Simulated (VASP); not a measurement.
An input for Ansatz (written as the equivalent of a VASP run, and not itself run):

Ansatz 0.2 input:
```yaml
crystal:
  lattice:
    - [0.0000000, 3.0702700, 3.0702700]
    - [3.0702700, 0.0000000, 3.0702700]
    - [3.0702700, 3.0702700, 0.0000000]
  atoms:
    - { symbol: Cd, position: [0.0000000, 0.0000000, 0.0000000] }
    - { symbol: Se, position: [0.7500000, 0.7500000, 0.7500000] }
kpoints:
  mp_grid: { grid: [7, 7, 7] }
hamiltonian:
  xc: pbe
  pseudopotentials: { kind: paw }
scf:
  occupations: { method: gaussian, width: 0.05 }
  max_iter: 100
relax:
  max_steps: 60
  f_tol: 0.01
  cell: {}
output: { forces: true, stress: true, eigenvalues: true }
```

Problem. Write the VASP files for the same calculation (PBE).

Solution. This is not unique; one that fits is 
**INCAR**
```
SYSTEM = CdSe
PREC = Accurate
ENCUT = 480
EDIFF = 1E-6
NELM = 100
ALGO = Normal
LREAL = .FALSE.
LASPH = .TRUE.
ISMEAR = 0
SIGMA = 0.05
GGA = PE
LMAXMIX = 4
LWAVE = .FALSE.
LCHARG = .FALSE.
IBRION = 2
ISIF = 3
NSW = 60
EDIFFG = -0.01
```

### KPOINTS
```
Regular mesh
0
G
  7 7 7
0 0 0
```

POSCAR:
```
CdSe
1.0
  0.0000000000   3.0702700000   3.0702700000
  3.0702700000   0.0000000000   3.0702700000
  3.0702700000   3.0702700000   0.0000000000
Cd Se
1 1
direct
  0.0000000000   0.0000000000   0.0000000000
  0.7500000000   0.7500000000   0.7500000000
```

POTCAR, in this order: Cd Se (PBE.64 set). Program: vasp_std.

The two are equivalent in intent, not identical: each code has its own PAW files, so the cut-off isn't converted (ENCUT is set for VASP's; basis.ecutwfc is left out, and Ansatz then takes the one that its files recommend); Ansatz stops its SCF on the density residual and VASP on the energy change (EDIFF).

The structure comes from a computed database's CdSe entry (F-43m); how it stands against other phases isn't given here. This run relaxes it. Symmetry was kept, so distortions that lower it aren't found.
